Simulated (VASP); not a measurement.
All values below come from optB88-vdW, VASP's PBE PAW potentials (set 64) (plane waves; VASP 6.6.1).

VASP ran on this input.

### KPOINTS
```
Automatic mesh
0
Gamma
10 10 10
0 0 0
```

### POSCAR
```
AuZn
1
    3.1872948824    -0.0000000000    -0.0000000000
    0.0000000000     3.1872948824     0.0000000000
    0.0000000000    -0.0000000000     3.1872948824
Zn Au
1 1
Direct
  0.5000000000   0.5000000000   0.5000000000
  0.0000000000   0.0000000000   0.0000000000
```

### INCAR
```
SYSTEM = AuZn
PREC = Accurate
ENCUT = 520
EDIFF = 1E-6
NELM = 100
ALGO = Normal
LREAL = .FALSE.
LASPH = .TRUE.
ISMEAR = 1
SIGMA = 0.1
GGA = BO
PARAM1 = 0.1833333333
PARAM2 = 0.22
LUSE_VDW = .TRUE.
AGGAC = 0.0
LMAXMIX = 6
LWAVE = .FALSE.
LCHARG = .FALSE.
IBRION = 2
ISIF = 3
NSW = 60
EDIFFG = -0.01
```

POTCAR, in this order: Zn Au (PBE.64 set). Program: vasp_std.

What will the output report for the number of irreducible k-points (NKPTS), largest plane-wave count, number of space-group operations, FFT grid (NGX, NGY, NGZ)?

```
Quantity                                       Value
--------------------------------------  ------------
number of irreducible k-points (NKPTS)            56
largest plane-wave count                         912
number of space-group operations                  48
FFT grid (NGX, NGY, NGZ)                24 × 24 × 24
```

The compound is AuZn in the CsCl type structure. This run relaxes it. Symmetry was kept, so distortions that lower it aren't found. The start is the result of an earlier pass. The electron count is odd and the run is not spin-polarised, which forces a metal.
